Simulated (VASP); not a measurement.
Input for VASP

File POSCAR:
```
YIr
1
    3.3593640315     0.0000000000     0.0000000000
    0.0000000000     3.3593640315     0.0000000000
    0.0000000000    -0.0000000000     3.3593640315
Y Ir
1 1
Direct
  0.5000000000   0.5000000000   0.5000000000
  0.0000000000   0.0000000000   0.0000000000
```

### INCAR
```
# general
SYSTEM =YIr
PREC   =Accurate
ENCUT  =400   # plane-wave cut-off (eV)
LREAL  =.FALSE.
LASPH  =.TRUE.   # aspherical one-centre terms

# electronic loop
EDIFF  =1E-6   # SCF stop (eV)
NELM   =100   # most electronic steps
ALGO   =Normal   # blocked Davidson
LMAXMIX=6   # l cut-off of mixed one-centre charges

# smearing
ISMEAR =1   # Methfessel-Paxton
SIGMA  =0.1

# ions
IBRION =2   # conjugate gradients
NSW    =60   # most ionic steps
ISIF   =3   # ions, shape and volume
EDIFFG =-0.01   # ionic stop

# output
LWAVE  =.FALSE.
LCHARG =.FALSE.
```

### KPOINTS
```
Automatic mesh
0
Gamma
10 10 10
0 0 0
```

POTCAR, in this order: Y_sv Ir (LDA.64 set). Program: vasp_std.

Write an equivalent input for Ansatz.

One equivalent input (not run):
Ansatz 0.2 input:
```yaml
crystal:
  lattice:
    - [3.3593640, 0.0000000, 0.0000000]
    - [0.0000000, 3.3593640, 0.0000000]
    - [0.0000000, 0.0000000, 3.3593640]
  atoms:
    - { symbol: Y, position: [0.5000000, 0.5000000, 0.5000000] }
    - { symbol: Ir, position: [0.0000000, 0.0000000, 0.0000000] }
kpoints:
  mp_grid: { grid: [10, 10, 10] }
hamiltonian:
  xc: lda
  pseudopotentials: { kind: paw }
scf:
  occupations: { method: methfessel_paxton, width: 0.1 }
  max_iter: 100
relax:
  max_steps: 60
  f_tol: 0.01
  cell: {}
output: { forces: true, stress: true, eigenvalues: true }
```
Limits of the translation: each code has its own PAW files, so the cut-off isn't converted (ENCUT is set for VASP's; basis.ecutwfc is left out, and Ansatz then takes the one that its files recommend); Ansatz stops its SCF on the density residual and VASP on the energy change (EDIFF); Ansatz's lda is the Perdew-Wang form, while the LDA potentials of VASP carry Perdew-Zunger's.

The structure comes from a computed database's YIr entry (Pm-3m); how it stands against other phases isn't given here. It was relaxed first. The start is the result of an earlier pass.
